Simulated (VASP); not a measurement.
Input:

```xyz
8
Lattice="0.0000 2.2138 2.2138 2.2138 0.0000 2.2138 8.7416 8.7416 0.1136" Properties=species:S:1:pos:R:3 pbc="T T T"
V      0.0000     2.2138     2.2138
N      2.1328     2.1328     2.2947
N      4.3406     4.3406     2.3008
N      6.6148     6.6148     2.2404
N      8.8225     8.8225     2.2464
Hf     2.1076     2.1076     0.1062
Hf     4.3708     6.5846     2.2706
Hf     8.8478     8.8478     4.4349
```

Level of theory: PBEsol GGA, VASP's PBE PAW potentials (set 64) (plane waves; VASP). Run with 520 eV cut-off, 13×13×4 Γ-centred mesh, tetrahedra with Blöchl corrections, potentials V_sv N Hf_pv.

The cores are frozen, which limits the accuracy of field gradients.

Task: Give the principal components of the electric field gradient (V/Å²) and the asymmetry η at each nucleus.

Result: 
```
atom   Vxx   Vyy    Vzz     η
----  ----  ----  -----  ----
V1     3.5   3.5   -6.9  0.00
N2    -0.3  -0.3    0.5  0.00
N3    -0.3  -0.3    0.7  0.00
N4    -0.3  -0.3    0.7  0.00
N5    -0.3  -0.3    0.5  0.00
Hf6   -7.7  -7.7   15.5  0.00
Hf7   10.1  10.1  -20.1  0.00
Hf8   -7.7  -7.7   15.5  0.00
```

The structure was generated: Hf3VN4 was put into an ordered model structure (R-3m), which need not be its known phase. It was relaxed first. The run is not spin-polarised, so no magnetic state was tried.
